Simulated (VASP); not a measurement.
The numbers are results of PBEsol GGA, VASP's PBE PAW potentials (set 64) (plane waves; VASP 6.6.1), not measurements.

VASP input:

File POSCAR:
```
La
1
    1.8850000000    -3.2649160000     0.0000000000
    1.8850000000     3.2649160000     0.0000000000
    0.0000000000     0.0000000000    12.1600000000
La
4
Direct
  0.0000000000   0.0000000000   0.5000000000
  0.0000000000   0.0000000000   0.0000000000
  0.3333330000   0.6666670000   0.2500000000
  0.6666670000   0.3333330000   0.7500000000
```

**INCAR**
```
! general
SYSTEM   =  La
PREC     =  Accurate
ENCUT    =  400
LREAL    =  .False.
LASPH    =  .True.

! electronic loop
EDIFF    =  1E-6
NELM     =  100
ALGO     =  Normal
LMAXMIX  =  6

! smearing
ISMEAR   =  1
SIGMA    =  0.1

! functional
GGA      =  PS

! ions
ISIF     =  2

! output
LWAVE    =  .False.
LCHARG   =  .False.
```

File KPOINTS:
```
Automatic mesh
0
Gamma
9 9 3
0 0 0
```

POTCAR, in this order: La (PBE.64 set). Program: vasp_std.

Q: What will the output report for the number of irreducible k-points (NKPTS), number of bands (NBANDS), largest plane-wave count, number of space-group operations, FFT grid (NGX, NGY, NGZ)?

A: 
number of irreducible k-points (NKPTS): 24
number of bands (NBANDS): 26
largest plane-wave count: 2751
number of space-group operations: 24
FFT grid (NGX, NGY, NGZ): 28 × 28 × 80

The compound is La in the dhcp structure. The cell was not relaxed at this level. The run is one of a series of settings (GGA = PS against the base run), some of them coarse on purpose.
